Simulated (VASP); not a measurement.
Take PdIn (CsCl type), against free atoms with fixed spin and no zero-point term, in VASP with PAW potentials, and its cohesive energy.

Q: One run gives 3.51 eV/atom. Which level is it?
A) LDA
B) PBE
C) r2SCAN
D) SCAN

A: B, PBE.  The others give 3.84 (r2SCAN), 3.95 (SCAN), 4.62 (LDA).

Only levels that ran to the end are used. Left out are those held back, those with too coarse a band path, GW runs whose mesh misses a band edge, hybrids' fits of cells that aren't cubic and levels without matching references; a question may draw on a part of the rest.
